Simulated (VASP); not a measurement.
A run of VASP 6.6.1:

POSCAR

```
Mg2SO
1.0
    3.6748652521      0.0000000000      0.0000000000
    0.0000000000      3.6748652521      0.0000000000
    0.0000000000      0.0000000000      4.8839684028
O Mg S
1 2 1
Direct
    0.0000000000      0.0000000000      0.0000000000
    0.0000000000      0.5000000000      0.8113170196
    0.5000000000      0.0000000000      0.1886829804
    0.5000000000      0.5000000000      0.5000000000
```

INCAR.step1

```
  ALGO = Normal
  EDIFF = 1E-5
  ENCUT = 520
  GGA = PE
  ISIF = 2
  ISMEAR = 0
  LASPH = T
  LREAL = F
  LWAVE = T
  NBANDS = 16
  NELM = 100
  PREC = Accurate
  SIGMA = 0.01
```

Contents of INCAR.step2:

```
  ALGO = Normal
  EDIFF = 1E-6
  ENCUT = 520
  GGA = PE
  HFSCREEN = 0.2079
  ISIF = 2
  ISMEAR = 0
  ISTART = 1
  LASPH = T
  LCHARG = T
  LELF = T
  LHFCALC = T
  LREAL = F
  LVHAR = T
  LWAVE = F
  NBANDS = 16
  NELM = 100
  PREC = Accurate
  PRECFOCK = Normal
  SIGMA = 0.01
```

Contents of KPOINTS:

```
k-points
0
Gamma
  4 4 2
```

Potentials or basis: VASP PAW PBE potentials, release 64 (O, Mg, S).

Launch:

```sh
$ cat potpaw_PBE.64/O/POTCAR potpaw_PBE.64/Mg/POTCAR potpaw_PBE.64/S/POTCAR > POTCAR
$ cp INCAR.step1 INCAR
$ mpirun -np 1 vasp_std > vasp.out
$ cp INCAR.step2 INCAR
$ mpirun -np 1 vasp_std > vasp.out
```

Hardware: 1 thread of Intel(R) Xeon(R) Platinum 8559C (Emerald Rapids), with other jobs on the host.

**Question.** How long does it take, and how much memory?

**Answer.** Run time: 3.5 min on 1 thread of Intel(R) Xeon(R) Platinum 8559C (Emerald Rapids), on a shared host, peak memory 0.28 GiB. Counts: scf iterations 9, k points 12.
